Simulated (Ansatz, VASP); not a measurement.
# Os (Osmium) in two plane-wave programs

One calculation is typed for both programs; each brings its own data sets. How far apart do they land? The cell is taken from a series of runs on this material, whose earlier steps may have relaxed, scaled, displaced or heated it; both programs get it as it stands.

Main program and level: Ansatz 0.2.0; plane waves, with VASP 6.6.1 beside it; zone-centre phonons at LDA.

## Step 1: Set-up

The structure is hexagonal, space group P6_3/mmc (No. 194). Conventional cell: a = 2.770 Å, b = 2.770 Å, c = 4.241 Å, α = 90.00°, β = 90.00°, γ = 120.00°. Nearest to Os lie 12 Os at 2.66 to 2.77 Å.

## Step 2: Ansatz: zone-centre phonons, LDA

Ansatz runs on its PAW soft_1 files.

Second derivatives magnify differences that forces hide, and they need a tight electronic threshold.

Contents of input.yaml:

```yaml
crystal:
  lattice:
    - [2.7695615861, 0.0, 0.0]
    - [-1.384780793, 2.3985106909, 0.0]
    - [0.0, 0.0, 4.2414156418]
  atoms:
    - { symbol: Os, position: [0.3333333333, 0.6666666667, 0.25] }
    - { symbol: Os, position: [0.6666666667, 0.3333333333, 0.75] }
kpoints:
  mp_grid: { grid: [18, 18, 12] }
hamiltonian:
  xc: lda
  pseudopotentials: { kind: paw, azcp: { folder: soft_1 }, xc_functional: pbe }
scf:
  occupations: { method: methfessel_paxton, width: 0.2 }
output:
  eigenvalues: true
phonons:
  method: dfpt
```

Launch:

```
> ansatz run input.yaml --threads 4 --pin off --max-ram 10240MiB --backend cpu --events-out ev --progress --plain --runs-dir out
```

Numbers of over 12 decimals in the logs are rounded to 6 here.

Log:

```text
zone centre: on kpoints.mp_grid the ground state, and the responses unless they are solved on pairs of k-points, stand on 637 of the mesh's 3888 k-points, reduced under 4 symmetry operations, with k and −k counted as one. Each operation leaves every solved displacement unchanged or reverses it
Engine: ansatz 0.2.0, aarch64-unknown-linux-gnu
Pseudopotentials: kind: paw
Pseudopotential: Os, paw, valence charge 16, recommended cutoff 420 eV (normal), soft_1/Os.paw.azcp
Functional definition: SPW92
  exchange = slater_x
  correlation = pw_c
Crystal: 2 atoms, lattice volume = 28.175 Å³
Basis set: ecut = 420 eV, 567 PW (Γ), exchange–correlation on 40×40×60 points (8 copies of the dense FFT grid, shifted against one another)
Bands: 20, of which v1, the nominal top of the filled ones, is band 16 counted from 1 (15 counted from 0)
Symmetry: 24 space group operations
k-points: 637 of 3888 (irreducible under 4 space group operations, time reversal used)
Non-local potential: Os, projectors of the file, l = 0: 3, l = 1: 2, l = 2: 2, l = 3: 1
PAW form: soft (Blöchl's): semilocal exchange-correlation on the pseudo side does not see the compensation charge
PAW frozen core: Os, regenerated for the run's functional, and the local potential with it (the file was generated under x = pbe(κ = 0.804, μ = 0.219515), c = pbe(β = 0.066725))
PAW one-centre angular grid: Os, 590 points (default); XC on 64 Gauss nodes
Initial density: superposition of atomic densities (chi_scale 0.1, normalization cell)
Initial wavefunctions: pseudopotential atomic-orbital guess
Functional: x = slater, c = lda
SCF iter   1: F=—  HF=-22239.355959 eV  |F-HF|=—  |Δ(HF+E_count)|=         —  Δρ=6.09e-2  dr2=8.74e-1  ethr=3.10e-3  ⟨swp⟩=5.0  Hψ=115597  notcnv=0  defer=60
automatic band count: the SCF goes on with 24 bands, as 20 were too few: they end inside the smearing window of the response
preconditioner: auto → none  [metal: Δε(μ)=0.023 eV  Ē_g=12.015 eV  σ=0.200 eV  W_gap=0.10  n_scr=8 (ndim 8)  ℏωp=28.0 eV  f_vac=0.000  D(μ)=1.26/eV (n_scr^D=8)  sad-step TF]
SCF iter   2: F=—  HF=-22239.120912 eV  |F-HF|=—  |Δ(HF+E_count)|=   2.35e-1  S|Δr|=    0.00e0  Δρ=3.56e-2  dr2=2.91e-1  ethr=2.73e-3  ⟨swp⟩=2.0  Hψ=22950  notcnv=0  defer=462
SCF iter   3: F=—  HF=-22239.013170 eV  |F-HF|=—  |Δ(HF+E_count)|=   1.08e-1  S|Δr|=    0.00e0  Δρ=1.59e-3  dr2=3.38e-4  ethr=9.09e-4  ⟨swp⟩=2.0  Hψ=21681  notcnv=0  defer=462
SCF iter   4: F=—  HF=-22239.012843 eV  |F-HF|=—  |Δ(HF+E_count)|=   3.27e-4  S|Δr|=    0.00e0  Δρ=2.28e-4  dr2=6.06e-6  ethr=1.06e-6  ⟨swp⟩=2.2  Hψ=23509  notcnv=0  defer=656
SCF iter   5: F=—  HF=-22239.012839 eV  |F-HF|=—  |Δ(HF+E_count)|=   3.94e-6  S|Δr|=    0.00e0  Δρ=5.14e-5  dr2=4.59e-7  ethr=1.89e-8  ⟨swp⟩=2.0  Hψ=23810  notcnv=0  defer=656
SCF iter   6: F=—  HF=-22239.012846 eV  |F-HF|=—  |Δ(HF+E_count)|=   7.09e-6  S|Δr|=    0.00e0  Δρ=1.55e-5  dr2=5.15e-8  ethr=1.44e-9  ⟨swp⟩=2.1  Hψ=22736  notcnv=0  defer=782
SCF iter   7: F=—  HF=-22239.012846 eV  |F-HF|=—  |Δ(HF+E_count)|=   2.04e-8  S|Δr|=    0.00e0  Δρ=3.71e-6  dr2=2.86e-9  ethr=1.61e-10  ⟨swp⟩=2.3  Hψ=20374  notcnv=0  defer=785
SCF iter   8: F=-22239.012846 eV  HF=-22239.012846 eV  |F-HF|=7.28e-12  |Δ(HF+E_count)|=   1.21e-9  S|Δr|=    0.00e0  Δρ=2.30e-7  dr2=9.88e-12  ethr=1.00e-12  ⟨swp⟩=9.0  Hψ=85885  notcnv=0
SCF 1 converged in 8 iterations: F = -22239.012846 eV  dr2 = 9.88e-12
  greatest PAW one-centre occupation: 1.000 electrons in one spin orbital (limit 2), on the Os atom at site 1 (counted from 0), in its partial waves of l = 0
DFPT response loops at Γ: preconditioner auto → Kerker (q_TF=auto, 2.787 Å⁻¹) (partly filled bands, converged f_vac=0.000); β = 1.00, the filter's whole step (`scf.mixing.beta` (0.50) is not read by the response loops under this deck's `scf.mixing.preconditioner`; to damp them name `kerker` or `kerker_dos`, under which they read `scf.mixing.beta`, and type it under 1.00, their step now; both keys bind the ground state too); Broyden in place of MSR1
SCF converged after 8 iterations
Stability not checked: this state was not tested for a lower state beside it, because cold or Methfessel-Paxton smearing, or corrected tetrahedra, fill the levels in a way that the test cannot read (fill_not_monotonic; see scf.lower_state_search)
Free energy (F): -22239.012846 eV
Harris-Foulkes:  -22239.012846 eV  (|F-HF|=7.28e-12)
Internal energy: -22239.013110 eV  (E = F + TS)
E sigma→0 (E₀):  -22239.012912 eV
Entropy (-TS):   0.000264 eV (0.132 meV/atom)
Fermi energy:    25.434995 eV
--- Per-component energies (eV) ---
  E_band       = -147.988497
  E_kinetic    = 984.883469
  E_local      = -1854.771703  (includes V_loc(G=0)·N_el)
  E_nonlocal   = 405.554454
  E_hartree    = 660.062996
  E_xc         = -465.552652
  E_vxc        = -492.853546  (∫ρ·V_xc dr)
  E_paw        = -17564.117555  (= ΣΔE_a)
  E_vpaw       = -510.927936  (= ΣTr[D̂ρ^β])
  E_aug_tail   = 0.000869  (compensation charges beyond the density's cutoff)
  E_ewald      = -4405.798635
  E_core_change = 0.725646  (= ΣΔE_core)
  E_smearing   = 0.000264  (= −TS)
  E_closure    = -0.000000  (closes the sum)
  Σ components = -22239.012846   (vs F -22239.012846, Δ=0.00e0)
--- Band table (eV; the first three rows and the last of 637) ---
  k-point 0: bands = [... 12 lower, 22.9947, 23.2627, 23.2627, 23.5887, 23.5887, 25.8774, 27.0899, 27.0899, ... 4 higher]
  k-point 1: bands = [... 12 lower, 22.9363, 23.1918, 23.1918, 23.7591, 23.7591, 25.5562, 27.1158, 27.1158, ... 4 higher]
  k-point 2: bands = [... 12 lower, 22.7720, 23.0027, 23.0027, 24.1687, 24.1687, 24.7636, 27.1623, 27.1623, ... 4 higher]
  k-point 636: bands = [... 12 lower, 22.0432, 22.0432, 23.7874, 23.7874, 27.6236, 27.6236, 30.1440, 30.1440, ... 4 higher]
--- Phonons (Γ-DFPT): 2 representative perturbations + reference, on 637 of 3888 k-points (Σ response iterations 4) ---
  k mesh reduced under 4 symmetry operations, with k and −k counted as one. Each operation leaves every solved displacement unchanged or reverses it
  ASR residual: 1.980e-4 → 0.000e0 eV/Å²; symmetrization residual: 9.511e-10 eV/Å²
  ASR residual per site (eV/Å²): 1.98e-4 1.98e-4
  Γ frequencies (cm⁻¹): 0.00 0.00 0.00 171.03 171.03 231.85
  non-analytic LO–TO correction: not included (Born effective charges unavailable; polar crystals: no LO–TO splitting at Γ)
```

The column dr2 measures how far the density is from self-consistency, as an energy; F and HF (Harris–Foulkes) agree once it is small.

## Step 3: VASP: zone-centre phonons, LDA

The same cell, functional (in two slightly different forms), mesh and smearing now go to VASP, with its own data sets.

Lines of VASP's logs that name or quote its potential files are left out, and so is its time.

Contents of INCAR:

```
SYSTEM = Os
PREC = Accurate
ENCUT = 600
EDIFF = 1E-08
NELM = 120
ISMEAR = 1
SIGMA = 0.2
LREAL = .FALSE.
ALGO = Normal
GGA = CA
NBANDS = 14
LASPH = .TRUE.
LORBIT = 11
LWAVE = .FALSE.
LCHARG = .FALSE.
ISIF = 2
IBRION = 8
GGA_COMPAT = .FALSE.
KPAR = 2
```

Contents of POSCAR:

```
Os
1.0
    2.7695615861      0.0000000000      0.0000000000
   -1.3847807930      2.3985106909      0.0000000000
    0.0000000000      0.0000000000      4.2414156418
Os
2
Direct
    0.3333333333      0.6666666667      0.2500000000
    0.6666666667      0.3333333333      0.7500000000
```

Contents of KPOINTS:

```
Automatic mesh
0
Gamma
18 18 12
0 0 0
```

PAW data sets: Os (LDA family, release 64).

Launch:

```
> mpirun -np 2 vasp_std
```

Log:

```text
[banner, memory and clock lines left out]
running    2 mpi-ranks, on    1 nodes
 distrk:  each k-point on    1 cores,    2 groups
 distr:  one band on    1 cores,    1 groups

 POSCAR found type information on POSCAR Os
 POSCAR found :  1 types and       2 ions
 LDA part: xc-table for (Slater(with rela. corr.)+CA(PZ))
 , standard interpolation
 POSCAR, INCAR and KPOINTS ok, starting setup
 FFT: planning ... GRIDC
 FFT: planning ... GRID_SOFT
 FFT: planning ... GRID
 WAVECAR not read
 entering main loop
       N       E                     dE             d eps       ncg     rms          rms(c)
DAV:   1     0.109537088440E+03    0.10954E+03   -0.82624E+03  7252   0.123E+03
DAV:   2    -0.209449230969E+02   -0.13048E+03   -0.11507E+03  7498   0.358E+02
DAV:   3    -0.268214741121E+02   -0.58766E+01   -0.55991E+01  9462   0.665E+01
DAV:   4    -0.268827725169E+02   -0.61298E-01   -0.61139E-01  7870   0.695E+00
DAV:   5    -0.268830989223E+02   -0.32641E-03   -0.32639E-03  9426   0.461E-01    0.322E+01
DAV:   6    -0.256018764227E+02    0.12812E+01   -0.12806E+00  8836   0.101E+01    0.139E+01
DAV:   7    -0.252696789538E+02    0.33220E+00   -0.72698E-01  9162   0.741E+00    0.831E-01
DAV:   8    -0.252612717869E+02    0.84072E-02   -0.68222E-03  7354   0.634E-01    0.377E-01
DAV:   9    -0.252589200302E+02    0.23518E-02   -0.14977E-03  8620   0.391E-01    0.512E-02
DAV:  10    -0.252589272313E+02   -0.72012E-05   -0.29893E-05  8938   0.446E-02    0.166E-02
DAV:  11    -0.252589211720E+02    0.60593E-05   -0.19925E-06  8314   0.155E-02    0.181E-03
DAV:  12    -0.252589210230E+02    0.14902E-06   -0.82688E-08  8772   0.317E-03    0.143E-04
DAV:  13    -0.252589210222E+02    0.77296E-09   -0.22547E-09  5150   0.518E-04
   1 F= -.25258921E+02 E0= -.25259020E+02  d E =0.298150E-03
 Linear response reoptimize wavefunctions to high precision
DAV:   1    -0.252589210218E+02    0.45907E-09   -0.23669E-10  5402   0.142E-04
DAV:   2    -0.252589210217E+02    0.12733E-10   -0.27175E-11  4160   0.638E-05
 Linear response DOF=           2
 Linear response progress:
  Degree of freedom:   1/  2
       N       E                     dE             d eps       ncg     rms          rms(c)
RMM:   1    -0.198343364698E+00   -0.19834E+00   -0.11382E-01 53636   0.250E+00
RMM:   2    -0.194657105839E+00    0.36863E-02   -0.17479E-03 44909   0.514E-01    0.153E-01
RMM:   3    -0.193497653512E+00    0.11595E-02   -0.50833E-04 50185   0.153E-01    0.859E-02
RMM:   4    -0.192894017243E+00    0.60364E-03   -0.74158E-04 50594   0.181E-01    0.115E-02
RMM:   5    -0.192968448342E+00   -0.74431E-04   -0.13421E-05 51961   0.269E-02    0.373E-03
RMM:   6    -0.192952200796E+00    0.16248E-04   -0.12149E-06 51925   0.747E-03    0.140E-03
RMM:   7    -0.192949187283E+00    0.30135E-05   -0.17673E-08 53179   0.150E-03    0.846E-04
RMM:   8    -0.192946532821E+00    0.26545E-05   -0.29673E-08 51883   0.116E-03    0.963E-05
RMM:   9    -0.192946052694E+00    0.48013E-06    0.50055E-08 53656   0.163E-04    0.243E-05
RMM:  10    -0.192945841091E+00    0.21160E-06    0.27924E-09 52170   0.333E-05    0.424E-06
RMM:  11    -0.192945821207E+00    0.19884E-07    0.19521E-09 54394   0.108E-05    0.162E-06
RMM:  12    -0.192945829681E+00   -0.84748E-08   -0.11601E-09 45871   0.648E-06    0.306E-07
 first order change of Fermi-energy  -0.11657E-04
 force on displaced ion       1 direction 1 : -10.125   0.001   0.000
 Linear response progress:
  Degree of freedom:   2/  2
       N       E                     dE             d eps       ncg     rms          rms(c)
RMM:   1    -0.249014220365E+00   -0.24901E+00   -0.14225E-01 18895   0.265E+00
RMM:   2    -0.240600153604E+00    0.84141E-02   -0.40751E-03 15174   0.708E-01    0.186E-01
RMM:   3    -0.240105520327E+00    0.49463E-03   -0.56358E-04 17714   0.147E-01    0.104E-01
RMM:   4    -0.240210159207E+00   -0.10464E-03   -0.39827E-04 17698   0.150E-01    0.111E-02
RMM:   5    -0.240263707347E+00   -0.53548E-04    0.24968E-05 18268   0.172E-02    0.580E-03
RMM:   6    -0.240273929206E+00   -0.10222E-04    0.52791E-06 17972   0.380E-03    0.415E-03
RMM:   7    -0.240288784992E+00   -0.14856E-04    0.24577E-06 18163   0.394E-03    0.422E-04
RMM:   8    -0.240286885079E+00    0.18999E-05    0.71471E-08 18327   0.592E-04    0.149E-04
RMM:   9    -0.240285571760E+00    0.13133E-05    0.10456E-07 18392   0.189E-04    0.306E-05
RMM:  10    -0.240285612867E+00   -0.41107E-07    0.75046E-08 17458   0.697E-05    0.308E-06
RMM:  11    -0.240285638604E+00   -0.25738E-07   -0.40905E-09 18676   0.234E-05    0.258E-06
RMM:  12    -0.240285635290E+00    0.33145E-08    0.20696E-09 17790   0.132E-05    0.318E-07
 first order change of Fermi-energy   0.12522E-03
 force on displaced ion       1 direction 3 :   0.000  -0.000 -18.506
 Linear response finished
```

OUTCAR, selected parts (step 3):

```text
ion  position               nearest neighbor table
   1  0.333  0.667  0.250-   2 2.66   2 2.66   2 2.66   2 2.66   2 2.66   2 2.66
   2  0.667  0.333  0.750-   1 2.66   1 2.66   1 2.66   1 2.66   1 2.66   1 2.66

  LATTYP: Found a hexagonal cell.
 ALAT       =     2.7695615861
 C/A-ratio  =     1.5314393668

 Subroutine GETGRP returns: Found 24 space group operations
 (whereof 12 operations were pure point group operations)

The static configuration has the point symmetry D_3d.
 The point group associated with its full space group is D_6h.

 Found    259 irreducible k-points:

   k-points           NKPTS =    259   k-points in BZ     NKDIM =    259   number of bands    NBANDS=     14

   dimension x,y,z NGX =    24 NGY =   24 NGZ =   36
   dimension x,y,z NGXF=    48 NGYF=   48 NGZF=   72

   ENCUT  =  600.0 eV  44.10 Ry    6.64 a.u.   5.53  5.53  8.47*2*pi/ulx,y,z

   NELECT =      16.0000    total number of electrons

 k-points in reciprocal lattice and weights: Automatic mesh
   0.00000000  0.00000000  0.00000000       0.000
   0.05555556  0.00000000  0.00000000       0.002
   0.11111111  0.00000000  0.00000000       0.002
   0.16666667  0.00000000  0.00000000       0.002
   0.22222222  0.00000000  0.00000000       0.002
   0.27777778  0.00000000  0.00000000       0.002
   0.33333333  0.00000000  0.00000000       0.002
   0.38888889  0.00000000  0.00000000       0.002
   0.44444444  0.00000000  0.00000000       0.002
[...]
0.33333333  0.27777778  0.50000000       0.003
   0.33333333  0.33333333  0.50000000       0.001

 average (electrostatic) potential at core
       1 -43.6545       2 -43.6545

  Total       -2.6579900     -2.6579900      0.1266503     -0.0000000     -0.0000000      0.0000000
  in kB     -151.1473050   -151.1473050      7.2020016     -0.0000000     -0.0000000      0.0000000
  external PRESSURE =     -98.3642028 kB  Pullay stress =       0.0000000 kB

  energy-cutoff  :      600.00
  volume of cell :       28.17
      direct lattice vectors                 reciprocal lattice vectors
     2.769561586  0.000000000  0.000000000     0.361067977  0.208462694  0.000000000
    -1.384780793  2.398510691  0.000000000     0.000000000  0.416925388  0.000000000
     0.000000000  0.000000000  4.241415642     0.000000000  0.000000000  0.235770338

 POSITION                                       TOTAL-FORCE (eV/Angst)
 -----------------------------------------------------------------------------------
     -0.00000      1.59901      1.06035        -0.000000      0.000000      0.000000
      1.38478      0.79950      3.18106         0.000000     -0.000000      0.000000
 -----------------------------------------------------------------------------------
    total drift:                               -0.000000      0.000000     -0.000000

 Eigenvectors and eigenvalues of the dynamical matrix
 ----------------------------------------------------

   1 f  =    6.896341 THz    43.330987 2PiTHz  230.037169 cm-1    28.520961 meV
             X         Y         Z           dx          dy          dz
     -0.000000  1.599007  1.060354     0.000000    0.000000    0.707107
      1.384781  0.799504  3.181062     0.000000    0.000000   -0.707107

   2 f  =    5.100995 THz    32.050494 2PiTHz  170.150862 cm-1    21.096009 meV
             X         Y         Z           dx          dy          dz
     -0.000000  1.599007  1.060354     0.538597    0.458162   -0.000000
      1.384781  0.799504  3.181062    -0.538597   -0.458162   -0.000000

   3 f  =    5.100995 THz    32.050494 2PiTHz  170.150862 cm-1    21.096009 meV
             X         Y         Z           dx          dy          dz
     -0.000000  1.599007  1.060354     0.458162   -0.538597    0.000000
      1.384781  0.799504  3.181062    -0.458162    0.538597    0.000000

   4 f  =    0.000000 THz     0.000001 2PiTHz    0.000003 cm-1     0.000000 meV
             X         Y         Z           dx          dy          dz
     -0.000000  1.599007  1.060354     0.694497    0.113344    0.069478
      1.384781  0.799504  3.181062     0.694497    0.113344    0.069478

   5 f  =    0.000000 THz     0.000000 2PiTHz    0.000002 cm-1     0.000000 meV
             X         Y         Z           dx          dy          dz
     -0.000000  1.599007  1.060354    -0.103464    0.228760    0.661032
      1.384781  0.799504  3.181062    -0.103464    0.228760    0.661032

   6 f/i=    0.000000 THz     0.000000 2PiTHz    0.000002 cm-1     0.000000 meV
             X         Y         Z           dx          dy          dz
     -0.000000  1.599007  1.060354     0.083481   -0.659410    0.241265
      1.384781  0.799504  3.181062     0.083481   -0.659410    0.241265

 ELASTIC MODULI CONTR FROM IONIC RELAXATION (kBar)
 Direction    XX          YY          ZZ          XY          YZ          ZX
 --------------------------------------------------------------------------------
 XX         -18.5179     18.5179     -0.0000     -0.0000     -0.0000      0.0000
 YY          18.5179    -18.5179      0.0000     -0.0000      0.0000      0.0000
 ZZ          -0.0000      0.0000     -0.0000      0.0000     -0.0000      0.0000
 XY          -0.0000     -0.0000      0.0000    -18.5179      0.0000      0.0000
 YZ          -0.0000      0.0000     -0.0000      0.0000     -0.0000      0.0000
 ZX           0.0000      0.0000      0.0000      0.0000      0.0000      0.0000
 --------------------------------------------------------------------------------
```

## Step 4: Side by side

Known differences besides the potentials themselves: the two LDA forms differ slightly; the data sets hold 32 valence electrons in Ansatz (on its PAW soft_1 files) and 16 in VASP; the cutoff is 420 eV in Ansatz and 600 eV in VASP; VASP's log shows a relativistic correction to its local exchange, Ansatz's none. Total energies have different zeros and are not compared.

The two programs side by side:

| quantity | Ansatz | VASP | difference |
| --- | --- | --- | --- |
| optical mode 1 to 2 (cm⁻¹) | 171.0 | 170.2 | +0.52 % |
| optical mode 3 (cm⁻¹) | 231.8 | 230.0 | +0.79 % |

Modes are paired by rising frequency, not by their patterns, so a pair may set unlike modes beside each other; they are those without the splitting of longitudinal modes.

## Step 5: What came out

| Quantity | Value |
| --- | --- |
| r.m.s. difference of the optical zone-centre modes, each program's sorted by frequency (zone-centre phonons, LDA) | 1.3 cm⁻¹ |
| difference in optical mode 3 (zone-centre phonons, LDA) | +0.8 % |

What this shows: The r.m.s. difference of the optical zone-centre modes, each program's sorted by frequency is 1.3 cm⁻¹ (zone-centre phonons, LDA). The data sets hold unlike numbers of valence electrons (32 in Ansatz and 16 in VASP), so part of the differences comes from the potentials. Among the rows given in per cent, the largest difference of the zone-centre phonons, LDA pair is in optical mode 3, +0.8 %. Such differences can come from data sets, numerical settings and the points named under the comparisons, not from the functional's error against experiment.

[Lines on the potential files, build, host, timing and source positions are cut from VASP's logs without a mark.]

[Logs are printed without paths, hosts, clocks, repeated set-up lines and the standing remarks that a program may print on its own settings, such as how far it seeks lower states.]

[Hosts, paths, dates, database ids (printed as entryN), source tags and the programs' standing remarks are cut or masked in the printed files.]
